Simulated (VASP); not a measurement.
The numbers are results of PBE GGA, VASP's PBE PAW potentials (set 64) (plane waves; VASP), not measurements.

The input files of a VASP run:

INCAR:
```
ALGO  =  Normal
EDIFF  =  1E-6
EDIFFG  =  -0.02
ENCUT  =  400
GGA  =  PE
IBRION  =  2
ISIF  =  3
ISMEAR  =  1
LASPH  =  .TRUE.
LCHARG  =  .FALSE.
LMAXMIX  =  4
LREAL  =  .FALSE.
LWAVE  =  .FALSE.
NELM  =  100
NSW  =  60
PREC  =  Accurate
SIGMA  =  0.1
SYSTEM  =  RuSe
```

**POSCAR**
```
RuSe
1.0
  3.7410417143   0.0000000000   0.0000000000
 -1.8705208572   3.2398372644   0.0000000000
  0.0000000000   0.0000000000   6.8344311884
Ru Se
2 2
Cart
 -0.0000018706   2.1598925895   0.0563496241
  1.8705227277   1.0799446749   3.4735652183
 -0.0000018706   2.1598925895   2.5065620716
  1.8705227277   1.0799446749   5.9237776658
```

KPOINTS:
```
Automatic mesh
0
Gamma
9 9 4
0 0 0
```

POTCAR, in this order: Ru_pv Se (PBE.64 set). Program: vasp_std.

The run wrote:

### OSZICAR
```
       N       E                     dE             d eps       ncg     rms          rms(c)
DAV:   1     0.292456181705E+03    0.29246E+03   -0.20583E+04  2024   0.131E+03
DAV:   2    -0.133757174100E+02   -0.30583E+03   -0.30157E+03  2088   0.369E+02
DAV:   3    -0.249153515574E+02   -0.11540E+02   -0.11410E+02  1984   0.692E+01
DAV:   4    -0.250978809984E+02   -0.18253E+00   -0.18234E+00  1936   0.844E+00
DAV:   5    -0.251019220362E+02   -0.40410E-02   -0.40408E-02  2432   0.116E+00    0.157E+01
DAV:   6    -0.247905629050E+02    0.31136E+00   -0.27459E+00  1840   0.127E+01    0.683E+00
DAV:   7    -0.247305566534E+02    0.60006E-01   -0.95062E-01  1824   0.745E+00    0.493E+00
DAV:   8    -0.246783132422E+02    0.52243E-01   -0.18268E-01  1808   0.370E+00    0.304E-01
DAV:   9    -0.246784449322E+02   -0.13169E-03   -0.10769E-02  1984   0.633E-01    0.152E-01
DAV:  10    -0.246784706404E+02   -0.25708E-04   -0.94338E-04  1856   0.232E-01    0.508E-02
DAV:  11    -0.246784978232E+02   -0.27183E-04   -0.72236E-05  1904   0.636E-02    0.163E-02
DAV:  12    -0.246785020818E+02   -0.42586E-05   -0.16167E-05  1872   0.296E-02    0.782E-03
DAV:  13    -0.246785019709E+02    0.11093E-06   -0.26333E-06  1400   0.132E-02
   1 F= -.24678502E+02 E0= -.24677030E+02  d E =-.246785E+02
```

File OUTCAR:
```
------------------------ aborting loop because EDIFF is reached ----------------------------------------
  FORCE on cell =-STRESS in cart. coord.  units (eV):
  Direction    XX          YY          ZZ          XY          YZ          ZX
  --------------------------------------------------------------------------------------
  Total        0.0099277      0.0099277      0.0364833     -0.0000000      0.0000000      0.0000000
  in kB        0.1920182      0.1920182      0.7056460     -0.0000000      0.0000000      0.0000000
  external PRESSURE =       0.3632275 kB  Pullay stress =       0.0000000 kB
  volume of cell :       82.84
      direct lattice vectors                 reciprocal lattice vectors
     3.741041714  0.000000000  0.000000000     0.267305226  0.154328739  0.000000000
    -1.870520857  3.239837264  0.000000000     0.000000000  0.308657478  0.000000000
     0.000000000  0.000000000  6.834431188     0.000000000  0.000000000  0.146317956
 POSITION                                       TOTAL-FORCE (eV/Angst)
 -----------------------------------------------------------------------------------
     -0.00000      2.15989      0.05635        -0.000000      0.000000     -0.008153
      1.87052      1.07994      3.47357         0.000000     -0.000000     -0.008153
     -0.00000      2.15989      2.50656         0.000000     -0.000000      0.008153
      1.87052      1.07994      5.92378        -0.000000      0.000000      0.008153
 -----------------------------------------------------------------------------------
    total drift:                               -0.002391      0.001380      0.001892
  FREE ENERGIE OF THE ION-ELECTRON SYSTEM (eV)
  ---------------------------------------------------
  free  energy   TOTEN  =       -24.6785019709 eV

  energy  without entropy=      -24.6740873212  energy(sigma->0) =      -24.67703042

 reached required accuracy - stopping structural energy minimisation
```
(Selected blocks of OUTCAR.)

The structure was generated: RuSe was put into the wurtzite type (P6_3mc), which need not be its known phase. It was relaxed first, which changed the volume by -29 %. The start is the result of an earlier pass.
